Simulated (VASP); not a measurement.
Here is the system:

```xyz
2
Lattice="3.9573 -2.1550 0.0000 3.9573 2.1550 0.0000 2.7838 0.0000 3.5433" Properties=species:S:1:pos:R:3 pbc="T T T"
Sb     2.4981     0.0000     0.8274
Sb     8.2004     0.0000     2.7159
```

These are PBE GGA, VASP's PBE PAW potentials (set 64) (plane waves; VASP) values and carry that method's errors. Numerical set-up: 400 eV cut-off, 9×9×9 Γ-centred mesh, first-order Methfessel-Paxton smearing of 0.10 eV, potentials Sb.

### Question
Give the force on each atom (eV/Å).

### Answer

```tsv
atom	Fx	Fy	Fz
Sb1	0.205	0.000	0.068
Sb2	-0.205	0.000	-0.068
```

### Question
Give the stress tensor in GPa (positive for a compressed cell).

### Answer

```
 2.51   0.00  -0.15
 0.00   2.97   0.00
-0.15   0.00   2.92
```
The pressure is its mean diagonal, 2.80 GPa.

The compound is Sb in the a7 structure. The cell was not relaxed at this level.
